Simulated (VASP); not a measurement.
# Mn2ZnAs2 (P-3m1) in VASP: a series of runs

Runs on Mn2ZnAs2. Level: PBE. Tasks: single point.

Program: VASP 6.6.1. These are calculated values, not measurements. Logs are shortened: lines on timing, memory, paths and dates and some standing lists are left out, and cuts for length are marked.

### Step 1. The crystal as given

Symmetry: P-3m1, No. 164, trigonal system. The conventional cell has a = 4.099 Å, b = 4.099 Å, c = 6.572 Å, α = 90.00°, β = 90.00°, γ = 120.00°. Around Mn (site symmetry 3m) lie 4 As at 2.53 to 2.62 Å. Around As (site symmetry 3m) lie 4 Mn at 2.53 to 2.62 Å and 3 Zn at 2.82 Å. Zn (site symmetry -3m) has 6 As at 2.82 Å as nearest neighbours.

### Step 2. Single point, PBE, collinear spin, typed start

The input, INCAR:

```
SYSTEM = Mn2ZnAs2
PREC = Accurate
ENCUT = 520
EDIFF = 1E-7
ISMEAR = -1
SIGMA = 0.05
LREAL = .False.
LASPH = .True.
NELM = 150
ALGO = Normal
ISIF = 2
LWAVE = .False.
LCHARG = .True.
ISPIN = 2
MAGMOM = 4.5 4.5 0 0 0
LORBIT = 11
LMAXMIX = 4
GGA = PE
LELF = .True.
LVHAR = .True.
NBANDS = 36
```

The input, KPOINTS:

```
regular mesh
0
Gamma
  5 5 3
  0 0 0
```

The input, POSCAR:

```
Mn2ZnAs2
1.0
    4.0990008100      0.0000000000      0.0000000000
   -2.0495004000      3.5498388300      0.0000000000
    0.0000000000      0.0000000000      6.5720000000
Mn As Zn
2 2 1
Direct
    0.3333333300      0.6666666700      0.3694400000
    0.6666666700      0.3333333300      0.6305600000
    0.3333333300      0.6666666700      0.7679300000
    0.6666666700      0.3333333300      0.2320700000
    0.0000000000      0.0000000000      0.0000000000
```

Potentials or basis: VASP PAW PBE potentials, release 64 (Mn_pv, As, Zn).

On the command line:

```bash
> cat potpaw_PBE.64/Mn_pv/POTCAR potpaw_PBE.64/As/POTCAR potpaw_PBE.64/Zn/POTCAR > POTCAR
> mpirun -np 1 vasp_std > vasp.out
```

OUTCAR:

```text
SYSTEM = Mn2ZnAs2
   PREC = Accurate
   ENCUT = 520
   EDIFF = 1E-7
   ISMEAR = -1
   LREAL = .False.
   LASPH = .True.
   NELM = 150
   ISIF = 2
   ISPIN = 2
   LORBIT = 11
   GGA = PE

 ion  position               nearest neighbor table
   1  0.333  0.667  0.369-   4 2.53   4 2.53   4 2.53   3 2.62   2 2.92   2 2.92   2 2.92
   2  0.667  0.333  0.631-   3 2.53   3 2.53   3 2.53   4 2.62   1 2.92   1 2.92   1 2.92
   3  0.333  0.667  0.768-   2 2.53   2 2.53   2 2.53   1 2.62   5 2.82   5 2.82   5 2.82
   4  0.667  0.333  0.232-   1 2.53   1 2.53   1 2.53   2 2.62   5 2.82   5 2.82   5 2.82
   5  0.000  0.000  0.000-   3 2.82   4 2.82   3 2.82   4 2.82   4 2.82   3 2.82

  LATTYP: Found a hexagonal cell.
 ALAT       =     4.0990008100
 C/A-ratio  =     1.6033175656

  Lattice vectors:

 A1 = (   4.0990008100,   0.0000000000,   0.0000000000)
 A2 = (  -2.0495004000,   3.5498388300,   0.0000000000)
 A3 = (   0.0000000000,   0.0000000000,   6.5720000000)

Analysis of symmetry for initial positions (statically):
=====================================================================
 Subroutine PRICEL returns:
 Original cell was already a primitive cell.

 Routine SETGRP: Setting up the symmetry group for a
 hexagonal supercell.

 Subroutine GETGRP returns: Found 12 space group operations
 (whereof 12 operations were pure point group operations)
 out of a pool of 24 trial point group operations.

The static configuration has the point symmetry D_3d.

Analysis of symmetry for dynamics (positions and initial velocities):
=====================================================================
 Subroutine PRICEL returns:
 Original cell was already a primitive cell.

 Routine SETGRP: Setting up the symmetry group for a
 hexagonal supercell.

 Subroutine GETGRP returns: Found 12 space group operations
 (whereof 12 operations were pure point group operations)
 out of a pool of 24 trial point group operations.

The dynamic configuration has the point symmetry D_3d.

Analysis of structural, dynamic, and magnetic symmetry:
=====================================================================
 Subroutine PRICEL returns:
 Original cell was already a primitive cell.

 Routine SETGRP: Setting up the symmetry group for a
 hexagonal supercell.

 Subroutine GETGRP returns: Found 12 space group operations
 (whereof 12 operations were pure point group operations)
 out of a pool of 24 trial point group operations.

[... 121 lines left out ...]
   IVDW    =     0    specifies the selected vdW correction
   LEPSILON=     F    determine dielectric tensor
   LRPA    =     F    only Hartree local field effects (RPA)
 spin polarized calculation
  energy-cutoff  :      520.00
  volume of cell :       95.63
 maximum number of plane-waves:      2588
   NGX = 15   NGY = 15   NGZ = 25

 number of electron      48.0000016 magnetization       7.0116854

 Free energy of the ion-electron system (eV)
  ---------------------------------------------------
  ext. energy  EPLUGINS =         0.00000000
  ---------------------------------------------------
  free energy    TOTEN  =       -27.80155063 eV

  energy without entropy =      -27.75305388  energy(sigma->0) =      -27.77730225

 E-fermi :   4.8970     XC(G=0): -10.4836

 val. band max:        4.8704206332   @ k =   0.0000   0.2000   0.3333
 cond. band min:       4.9075986394   @ k =   0.2000   0.2000   0.3333
 fundamental gap:      0.0371780061
 Fermi energy:         4.8970249515

 spin component 1

 k-point     1 :       0.0000    0.0000    0.0000
  band No.  band energies     occupation
      1     -44.9089      1.00000
      2     -44.9089      1.00000
      3     -44.8810      1.00000
      4     -44.8810      1.00000
      5     -44.7647      1.00000
      6     -44.7361      1.00000
[... 457 lines left out ...]
     35      11.4331      0.00000
     36      13.0707      0.00000
 Fermi energy:         4.8970249515

 spin component 2

 k-point     1 :       0.0000    0.0000    0.0000
  band No.  band energies     occupation
      1     -41.3289      1.00000
      2     -41.2954      1.00000
      3     -41.2664      1.00000
      4     -41.2664      1.00000
      5     -41.2334      1.00000
      6     -41.2334      1.00000
[... 457 lines left out ...]
     35      12.0485      0.00000
     36      13.4687      0.00000

------------------------ aborting loop because EDIFF is reached ----------------------------------------

  FORCE on cell =-STRESS in cart. coord.  units (eV):
  Direction    XX          YY          ZZ          XY          YZ          ZX
  --------------------------------------------------------------------------------------
  -------------------------------------------------------------------------------------
  Total       -2.1236361     -2.1236361     -3.6238262     -0.0000000     -0.0000000     -0.0000000
  in kB      -35.5800454    -35.5800453    -60.7146861     -0.0000001     -0.0000000     -0.0000000
  external PRESSURE =     -43.9582589 kB  Pullay stress =       0.0000000 kB

 VOLUME and BASIS-vectors are now :
 -----------------------------------------------------------------------------
  energy-cutoff  :      520.00
  volume of cell :       95.63
      direct lattice vectors                 reciprocal lattice vectors
     4.099000810  0.000000000  0.000000000     0.243961894  0.140851465  0.000000000
    -2.049500400  3.549838830  0.000000000     0.000000000  0.281702930  0.000000000
     0.000000000  0.000000000  6.572000000     0.000000000  0.000000000  0.152160682

 POSITION                                       TOTAL-FORCE (eV/Angst)
 -----------------------------------------------------------------------------------
     -0.00000      2.36656      2.42796         0.000000      0.000000      0.385316
      2.04950      1.18328      4.14404        -0.000000      0.000000     -0.385316
     -0.00000      2.36656      5.04684         0.000000     -0.000000     -0.618919
      2.04950      1.18328      1.52516        -0.000000      0.000000      0.618919
      0.00000      0.00000      0.00000        -0.000000      0.000000      0.000000
 -----------------------------------------------------------------------------------
    total drift:                                0.000000      0.000000      0.000000

  FREE ENERGIE OF THE ION-ELECTRON SYSTEM (eV)
  ---------------------------------------------------
  free  energy   TOTEN  =       -27.8015506264 eV

  energy  without entropy=      -27.7530538807  energy(sigma->0) =      -27.77730225

 total charge

# of ion       s       p       d       tot
------------------------------------------
    1        0.278   6.197   5.035  11.510
    2        0.278   6.197   5.035  11.510
    3        1.232   1.503   0.043   2.777
    4        1.232   1.503   0.043   2.777
    5        0.545   0.284   9.762  10.591
--------------------------------------------------
tot          3.564  15.683  19.916  39.163

 magnetization (x)

# of ion       s       p       d       tot
------------------------------------------
    1        0.037   0.025   3.334   3.396
    2        0.037   0.025   3.334   3.396
    3        0.010  -0.114   0.010  -0.093
    4        0.010  -0.114   0.010  -0.093
    5        0.039  -0.000   0.001   0.040
--------------------------------------------------
tot          0.133  -0.177   6.689   6.646
```

stdout:

```text
POSCAR found type information on POSCAR MnAsZn
 POSCAR found :  3 types and       5 ions
 scaLAPACK will be used
 LDA part: xc-table for (Slater+PW92), standard interpolation
 POSCAR, INCAR and KPOINTS ok, starting setup
 FFT: planning ... GRIDC
 FFT: planning ... GRID_SOFT
 FFT: planning ... GRID
 WAVECAR not read
 entering main loop
```

Wall time 1.9 min (1 thread of Intel Xeon Platinum 8488C (Sapphire Rapids), shared host); peak memory 0.26 GiB.

What came out:

| Item | Value |
| --- | --- |
| Free energy | -27.8016 eV |
| Pressure | -4.4 GPa |
| Largest force | 0.619 eV/Å |
| Band gap on the k mesh | none (metal or under the smearing width) |
| Net moment | 7.01 μB per cell |
| Site moments | Mn +3.40; As -0.09; Zn +0.04 μB |
| Valence electrons inside the program's atomic spheres | Mn 11.51; As 2.78; Zn 10.59 |

Forces on the atoms (eV/Å):
```
Mn   0.000  0.000  0.385
Mn   0.000  0.000 -0.385
As   0.000  0.000 -0.619
As   0.000  0.000  0.619
Zn   0.000  0.000  0.000
```

### Step 3. Single point, PBE, collinear spin, typed start (parallel moments scaled by 0.2, plain SCF)

The input, INCAR:

```
SYSTEM = Mn2ZnAs2
PREC     = Accurate       ! precision mode
ENCUT    = 520            ! plane-wave cutoff, eV
EDIFF    = 1E-6           ! SCF threshold, eV
ISMEAR   = -1             ! smearing method
SIGMA    = 0.05           ! smearing width, eV
LREAL    = .FALSE.        ! projectors in reciprocal space
LASPH    = .TRUE.         ! aspherical terms in the spheres
NELM     = 150            ! most SCF steps
ALGO     = Fast           ! electronic algorithm
ISIF     = 2              ! what is computed and relaxed
LWAVE    = .FALSE.        ! write WAVECAR
LCHARG   = .FALSE.        ! write CHGCAR
ISPIN    = 2              ! spin polarisation
MAGMOM   = 0.9 0.9 0 0 0  ! initial moments
LORBIT   = 11             ! projections on sites
LMAXMIX  = 4              ! l up to which the mixer works
GGA      = PE             ! functional
NBANDS   = 36             ! bands
```

The input, KPOINTS:

```
regular mesh
0
G
  5 5 3
  0 0 0
```

POSCAR is that of step 2.

Potentials or basis: VASP PAW PBE potentials, release 64 (Mn_pv, As, Zn).

On the command line:

```bash
> cat potpaw_PBE.64/Mn_pv/POTCAR potpaw_PBE.64/As/POTCAR potpaw_PBE.64/Zn/POTCAR > POTCAR
> mpirun -np 1 vasp_std > vasp.out
```

Wall time 2 min (1 thread of Intel Xeon Platinum 8488C (Sapphire Rapids), shared host); peak memory 0.26 GiB.

It converged, with:

```
Free energy                                           : -27.8016 eV
Pressure                                              : -4.4 GPa
Largest force                                         : 0.619 eV/Å
Band gap on the k mesh                                : none (metal or under the smearing width)
Net moment                                            : 7.01 μB per cell
Site moments                                          : Mn +3.40; As -0.09; Zn +0.04 μB
Valence electrons inside the program's atomic spheres : Mn 11.51; As 2.78; Zn 10.59
```

Forces on the atoms (eV/Å):
```
Mn   0.000  0.000  0.386
Mn   0.000  0.000 -0.386
As   0.000  0.000 -0.619
As   0.000  0.000  0.619
Zn   0.000  0.000  0.000
```

Stress tensor (GPa, compression positive):
```
-3.54  0.00  0.00
 0.00 -3.54  0.00
 0.00  0.00 -6.06
```

Levels at points of the mesh, in eV from the Fermi level:
Spin up:
| k point | band 25 | band 26 | band 27 | band 28 | band 29 | band 30 |
| --- | --- | --- | --- | --- | --- | --- |
| (0.00, 0.00, 0.00) | 0.38 | 0.77 | 0.77 | 1.09 | 1.09 | 1.10 |
Spin down:
| k point | band 16 | band 17 | band 18 | band 19 | band 20 | band 21 | band 22 | band 23 | band 24 | band 25 |
| --- | --- | --- | --- | --- | --- | --- | --- | --- | --- | --- |
| (0.00, 0.00, 0.00) | -2.31 | -2.03 | -2.03 | -1.93 | 0.01 | 0.01 | 0.60 | 1.08 | 1.08 | 1.38 |
